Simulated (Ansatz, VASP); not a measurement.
**TaMo4: VASP beside Ansatz**

```
Ta Mo
1.0
     5.93037    0.00000    0.00000
     0.00000    5.93037    0.00000
     0.00000    0.00000    2.66692
Ta Mo
1 4
Direct
  0.00000 0.00000 0.50000
  0.20028 0.50000 0.50000
  0.79972 0.50000 0.50000
  0.50000 0.79972 0.50000
  0.50000 0.20028 0.50000
```

Alike in both runs: functional PBE; k mesh 4 × 4 × 4; occupations gaussian, width 0.1 eV; no spin polarisation.

Ansatz relaxed the structure, and its values are those at the end. VASP's run is a single point on that final structure, the one shown.

|  | VASP | Ansatz |
| --- | --- | --- |
| version | VASP 6.6.1 | Ansatz 0.2.0 |
| potentials or method | VASP PAW PBE potentials, release 64 (Ta_pv, Mo_sv) | scalar-relativistic, plane waves, PAW |
| plane-wave cutoff (eV) | 520 | 420 |
| valence electrons in the cell | 67 | 69 |

```tsv
	VASP	Ansatz	Ansatz less VASP
gap on the k mesh at the Fermi level (eV)	none	none	-
pressure (GPa)	0.3	-0.2	-0.48
rms of the force components (eV/Å)	0.005	0.008	+0.0030
```

A gap of «none» marks a metal or a gap that the smearing closes. The two sets of potentials don't hold the same shells in valence.

Caveats: the k mesh is coarse (spacing up to 0.59 Å⁻¹), so the values aren't converged. Spin-orbit coupling is left out, which matters for the levels of Ta.
